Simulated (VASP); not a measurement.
# ZrSeBr (P6_3/mmc) in VASP: single point with PBE

Aim: the single point of ZrSeBr with PBE.

Program: VASP 6.6.1. These are calculated values, not measurements. Logs are shortened: lines on timing, memory, paths and dates and some standing lists are left out, and cuts for length are marked.

### 1 Starting point

It takes space group P6_3/mmc (No. 194, hexagonal). Conventional cell: a = 4.893 Å, b = 4.893 Å, c = 6.240 Å, α = 90.00°, β = 90.00°, γ = 120.00°. Zr (site symmetry -6m2) is surrounded by 5 Se at 2.83 to 3.12 Å and 6 Br at 3.23 Å. Se (site symmetry -6m2) has 5 Zr at 2.83 to 3.12 Å and 6 Br at 3.23 Å as nearest neighbours. Br (site symmetry -3m) has 2 Br at 3.12 Å and 6 Zr at 3.23 Å and 6 Se at 3.23 Å as nearest neighbours.

The cell was built by a generator and needn't be a form met in nature.

### 2 Single point, PBE

Input file INCAR:

```
SYSTEM = ZrSeBr
PREC = Accurate ; ENCUT = 520
EDIFF = 1E-6 ; ISMEAR = 0
SIGMA = 0.1 ; LREAL = .FALSE.
LASPH = .TRUE. ; NELM = 100
ALGO = Fast ; ISIF = 2
LWAVE = .FALSE. ; LCHARG = .TRUE.
GGA = PE ; LELF = .TRUE.
LVHAR = .TRUE. ; NBANDS = 34
```

Input file KPOINTS:

```
regular mesh
0
G
  12 12 6
  0 0 0
```

Input file POSCAR:

```
ZrSeBr
1.0
    4.8934939466      0.0000000000      0.0000000000
   -2.4467469733      4.2378900711      0.0000000000
    0.0000000000      0.0000000000      6.2403149475
Zr Se Br
2 2 2
Direct
    0.3333333333      0.6666666667      0.7500000000
    0.6666666667      0.3333333333      0.2500000000
    0.3333333333      0.6666666667      0.2500000000
    0.6666666667      0.3333333333      0.7500000000
    0.0000000000      0.0000000000      0.0000000000
    0.0000000000      0.0000000000      0.5000000000
```

Potentials or basis: VASP PAW PBE potentials, release 64 (Zr_sv, Se, Br).

The run is started by

```console
$ cat potpaw_PBE.64/Zr_sv/POTCAR potpaw_PBE.64/Se/POTCAR potpaw_PBE.64/Br/POTCAR > POTCAR
$ mpirun -np 1 vasp_std > vasp.out
```

OUTCAR:

```text
SYSTEM = ZrSeBr
   PREC = Accurate
   ENCUT = 520
   EDIFF = 1E-6
   ISMEAR = 0
   LREAL = .FALSE.
   LASPH = .TRUE.
   NELM = 100
   ISIF = 2
   GGA = PE

 ion  position               nearest neighbor table
   1  0.333  0.667  0.750-   4 2.83   4 2.83   4 2.83   3 3.12   3 3.12   5 3.23   6 3.23   6 3.23
                             5 3.23   6 3.23   5 3.23
   2  0.667  0.333  0.250-   3 2.83   3 2.83   3 2.83   4 3.12   4 3.12   5 3.23   6 3.23   5 3.23
                             6 3.23   5 3.23   6 3.23
   3  0.333  0.667  0.250-   2 2.83   2 2.83   2 2.83   1 3.12   1 3.12
   4  0.667  0.333  0.750-   1 2.83   1 2.83   1 2.83   2 3.12   2 3.12
   5  0.000  0.000  0.000-   1 3.23   2 3.23   2 3.23   1 3.23   2 3.23   1 3.23
   6  0.000  0.000  0.500-   1 3.23   2 3.23   2 3.23   1 3.23   2 3.23   1 3.23

  LATTYP: Found a hexagonal cell.
 ALAT       =     4.8934939466
 C/A-ratio  =     1.2752268656

  Lattice vectors:

 A1 = (   4.8934939466,   0.0000000000,   0.0000000000)
 A2 = (  -2.4467469733,   4.2378900711,   0.0000000000)
 A3 = (   0.0000000000,   0.0000000000,   6.2403149475)

Analysis of symmetry for initial positions (statically):
=====================================================================
 Subroutine PRICEL returns:
 Original cell was already a primitive cell.

 Routine SETGRP: Setting up the symmetry group for a
 hexagonal supercell.

 Subroutine GETGRP returns: Found 24 space group operations
 (whereof 12 operations were pure point group operations)
 out of a pool of 24 trial point group operations.

The static configuration has the point symmetry D_3d.
 The point group associated with its full space group is D_6h.

Analysis of symmetry for dynamics (positions and initial velocities):
=====================================================================
 Subroutine PRICEL returns:
 Original cell was already a primitive cell.

 Routine SETGRP: Setting up the symmetry group for a
 hexagonal supercell.

 Subroutine GETGRP returns: Found 24 space group operations
 (whereof 12 operations were pure point group operations)
 out of a pool of 24 trial point group operations.

The dynamic configuration has the point symmetry D_3d.
 The point group associated with its full space group is D_6h.

 Subroutine INISYM returns: Found 24 space group operations
 (whereof 12 operations are pure point group operations),
 and found     1 'primitive' translations

----------------------------------------------------------------------------------------

                                     Primitive cell

  volume of cell :     129.4122

  direct lattice vectors                    reciprocal lattice vectors
     4.893493947  0.000000000  0.000000000     0.204352966  0.117983240  0.000000000
    -2.446746973  4.237890071  0.000000000     0.000000000  0.235966479  0.000000000
     0.000000000  0.000000000  6.240314947     0.000000000  0.000000000  0.160248322

  length of vectors
     4.893493947  4.893493947  6.240314947     0.235966479  0.235966479  0.160248322

  position of ions in fractional coordinates (direct lattice)
     0.333333333  0.666666667  0.750000000
     0.666666667  0.333333333  0.250000000
     0.333333333  0.666666667  0.250000000
     0.666666667  0.333333333  0.750000000
     0.000000000  0.000000000  0.000000000
     0.000000000  0.000000000  0.500000000

  ion indices of the primitive-cell ions
   primitive index   ion index
                 1           1
                 2           2
                 3           3
                 4           4
                 5           5
                 6           6

----------------------------------------------------------------------------------------

 KPOINTS: regular mesh

Automatic generation of k-mesh.
 Grid dimensions read from file:
 generate k-points for:   12   12    6

 Generating k-lattice:

  Cartesian coordinates                     Fractional coordinates (reciprocal lattice)
     0.017029414  0.009831937  0.000000000     0.083333333 -0.000000000  0.000000000
     0.000000000  0.019663873  0.000000000     0.000000000  0.083333333  0.000000000
     0.000000000  0.000000000  0.026708054     0.000000000  0.000000000  0.166666667

  Length of vectors
     0.019663873  0.019663873  0.026708054

  Shift w.r.t. Gamma in fractional coordinates (k-lattice)
     0.000000000  0.000000000  0.000000000

 Subroutine IBZKPT returns following result:
 ===========================================

 Found     76 irreducible k-points:

 Following reciprocal coordinates:
            Coordinates               Weight
  0.000000  0.000000  0.000000      1.000000
  0.083333  0.000000  0.000000      6.000000
  0.166667  0.000000  0.000000      6.000000
  0.250000  0.000000  0.000000      6.000000
  0.333333  0.000000  0.000000      6.000000
  0.416667  0.000000  0.000000      6.000000
[... 16 lines left out ...]
  0.250000  0.000000  0.166667     12.000000
  0.333333  0.000000  0.166667     12.000000
 [... further k-points ...]
   k-points           NKPTS =     76   k-points in BZ     NKDIM =     76   number of bands    NBANDS=     34
   number of dos      NEDOS =    301   number of ions     NIONS =      6
   total plane-waves  NPLWV =  62208
   dimension x,y,z NGX =    36 NGY =   36 NGZ =   48
   dimension x,y,z NGXF=    72 NGYF=   72 NGZF=   96
   ions per type =               2   2   2
   NGX,Y,Z   is equivalent  to a cutoff of  12.23, 12.23, 12.79 a.u.
   NGXF,Y,Z  is equivalent  to a cutoff of  24.46, 24.46, 25.58 a.u.
 SYSTEM =  ZrSeBr
   PREC   = accura    normal or accurate (medium, high low for compatibility)
   ISTART =      0    job   : 0-new  1-cont  2-samecut
   ICHARG =      2    charge: 1-file 2-atom 10-const
   ISPIN  =      1    spin polarized calculation?
   LNONCOLLINEAR =      F non collinear calculations
   LSORBIT =      F    spin-orbit coupling
   LASPH  =      T    aspherical Exc in radial PAW
   ENCUT  =  520.0 eV  38.22 Ry    6.18 a.u.   9.10  9.10 11.60*2*pi/ulx,y,z
   NELM   =    100;   NELMIN=  2; NELMDL= -5     # of ELM steps
   EDIFF  = 0.1E-05   stopping-criterion for ELM
   LREAL  =      F    real-space projection
   EDIFFG = 0.1E-04   stopping-criterion for IOM
   NSW    =      0    number of steps for IOM
   IBRION =     -1    ionic relax: 0-MD 1-quasi-New 2-CG
   NFREE  =      0    steps in history (QN), initial steepest desc. (CG)
   ISIF   =      2    stress and relaxation
   ISYM   =      2    0-nonsym 1-usesym 2-fastsym
   POTIM  = 0.5000    time-step for ionic-motion
   TEBEG  =    0.0;   TEEND  =   0.0 temperature during run
   PSTRESS=    0.0 pullay stress
   NELECT =      50.0000    total number of electrons
   NUPDOWN=      -1.0000    fix difference up-down
   EMIN   =  10.00;   EMAX   =-10.00  energy-range for DOS
   EFERMI =   0.00;   METHOD = LEGACY
   ISMEAR =     0;   SIGMA  =   0.10  broadening in eV -4-tet -1-fermi 0-gaus
   EFERMI_NEDOS =   21; number of points for ismear=-14 and -15
   IALGO  =     68    algorithm
   IMIX   =      4    mixing-type and parameters
     AMIX     =   0.40;   BMIX     =  1.00
     AMIX_MAG =   1.60;   BMIX_MAG =  1.00
  volume/ion in A,a.u.               =      21.57       145.55
  Fermi-wavevector in a.u.,A,eV,Ry     =   1.192357  2.253229 19.343620  1.421716
  Thomas-Fermi vector in A             =   2.328397
   LORBIT       =      0    0 simple, 1 ext, 2 COOP (PROOUT), +10 PAW based schemes
   GGA     = PE    functional components
   LHFCALC =     F    Hartree Fock is set to
   AEXX    =    0.0000 exact exchange contribution
   IVDW    =     0    specifies the selected vdW correction
   LEPSILON=     F    determine dielectric tensor
   LRPA    =     F    only Hartree local field effects (RPA)
 non-spin polarized calculation
 RMM-DIIS sequential band-by-band and
 Gauss-broadening in eV      SIGMA  =   0.10
  energy-cutoff  :      520.00
  volume of cell :      129.41
 maximum number of plane-waves:      3519
   NGX = 19   NGY = 19   NGZ = 23

 number of electron      49.9999998 magnetization

 Free energy of the ion-electron system (eV)
  ---------------------------------------------------
  ext. energy  EPLUGINS =         0.00000000
  ---------------------------------------------------
  free energy    TOTEN  =       -31.38635564 eV

  energy without entropy =      -31.35915065  energy(sigma->0) =      -31.37275315

 E-fermi :   7.7941     XC(G=0): -10.6162

 val. band max:        7.7901115865   @ k =   0.1667   0.0000   0.5000
 cond. band min:       7.8084402574   @ k =   0.1667   0.1667   0.1667
 fundamental gap:      0.0183286708
 Fermi energy:         7.7940748853

 k-point     1 :       0.0000    0.0000    0.0000
  band No.  band energies     occupation
      1     -42.9475      2.00000
      2     -42.9439      2.00000
      3     -20.9539      2.00000
      4     -20.9539      2.00000
      5     -20.9393      2.00000
      6     -20.9393      2.00000
[... 26 lines left out ...]
     33      10.2260      0.00000
     34      10.7384      0.00000

 k-point     2 :       0.0833    0.0000    0.0000
  band No.  band energies     occupation
      1     -42.9474      2.00000
      2     -42.9439      2.00000
      3     -20.9549      2.00000
      4     -20.9544      2.00000
      5     -20.9407      2.00000
      6     -20.9392      2.00000
[... 26 lines left out ...]
     33      10.3403      0.00000
     34      10.6948      0.00000

 k-point     3 :       0.1667    0.0000    0.0000
  band No.  band energies     occupation
      1     -42.9472      2.00000
      2     -42.9440      2.00000
      3     -20.9579      2.00000
      4     -20.9558      2.00000
      5     -20.9443      2.00000
      6     -20.9391      2.00000
[... 26 lines left out ...]
     33      10.3420      0.00000
     34      10.5258      0.00000
[... 704 lines left out ...]
 k-point    23 :       0.2500    0.0000    0.1667
  band No.  band energies     occupation
      1     -42.9467      2.00000
      2     -42.9444      2.00000
      3     -20.9622      2.00000
      4     -20.9564      2.00000
      5     -20.9506      2.00000
      6     -20.9403      2.00000
[... 26 lines left out ...]
     33       9.8295      0.00000
     34      10.2035      0.00000

 k-point    24 :       0.3333    0.0000    0.1667
  band No.  band energies     occupation
      1     -42.9463      2.00000
      2     -42.9445      2.00000
      3     -20.9670      2.00000
      4     -20.9580      2.00000
      5     -20.9553      2.00000
      6     -20.9405      2.00000
[... 26 lines left out ...]
     33       9.3206      0.00000
     34      10.0939      0.00000

 [... further k-points ...]

------------------------ aborting loop because EDIFF is reached ----------------------------------------

  FORCE on cell =-STRESS in cart. coord.  units (eV):
  Direction    XX          YY          ZZ          XY          YZ          ZX
  --------------------------------------------------------------------------------------
  -------------------------------------------------------------------------------------
  Total        0.0502409      0.0502409      0.0406158      0.0000000      0.0000000      0.0000000
  in kB        0.6220030      0.6220030      0.5028408      0.0000000      0.0000000      0.0000000
  external PRESSURE =       0.5822823 kB  Pullay stress =       0.0000000 kB

 VOLUME and BASIS-vectors are now :
 -----------------------------------------------------------------------------
  energy-cutoff  :      520.00
  volume of cell :      129.41
      direct lattice vectors                 reciprocal lattice vectors
     4.893493947  0.000000000  0.000000000     0.204352966  0.117983240  0.000000000
    -2.446746973  4.237890071  0.000000000     0.000000000  0.235966479  0.000000000
     0.000000000  0.000000000  6.240314947     0.000000000  0.000000000  0.160248322

 POSITION                                       TOTAL-FORCE (eV/Angst)
 -----------------------------------------------------------------------------------
     -0.00000      2.82526      4.68024         0.000000     -0.000000      0.000000
      2.44675      1.41263      1.56008        -0.000000      0.000000      0.000000
     -0.00000      2.82526      1.56008        -0.000000      0.000000      0.000000
      2.44675      1.41263      4.68024         0.000000     -0.000000      0.000000
      0.00000      0.00000      0.00000        -0.000000      0.000000      0.000000
      0.00000      0.00000      3.12016        -0.000000      0.000000      0.000000
 -----------------------------------------------------------------------------------
    total drift:                               -0.000000      0.000000      0.000000

  FREE ENERGIE OF THE ION-ELECTRON SYSTEM (eV)
  ---------------------------------------------------
  free  energy   TOTEN  =       -31.3863556396 eV

  energy  without entropy=      -31.3591506547  energy(sigma->0) =      -31.37275315
```

It took 7.1 min on 1 thread of Intel Xeon Platinum 8559C (Emerald Rapids), shared host; peak memory 0.45 GiB.

Results:

| Property | Result |
| --- | --- |
| Free energy | -31.3864 eV |
| Pressure | 0.1 GPa |
| Band gap on the k mesh | none (metal or under the smearing width) |

Levels at points of the mesh, in eV from the Fermi level:
```
           k point  band 22  band 23  band 24  band 25  band 26  band 27  band 28  band 29
(0.00, 0.00, 0.00)    -2.28    -2.28    -1.27    -1.21    -1.21    -0.74     1.20     1.40
(0.50, 0.00, 0.00)    -2.11    -2.09    -1.23    -0.01     0.27     0.28     0.45     0.45
(0.00, 0.00, 0.50)    -3.13    -3.13    -3.13    -0.16    -0.16    -0.16    -0.16     1.95
(0.50, 0.00, 0.50)    -2.89    -2.54    -2.54     0.23     0.23     0.49     0.49     1.17
```
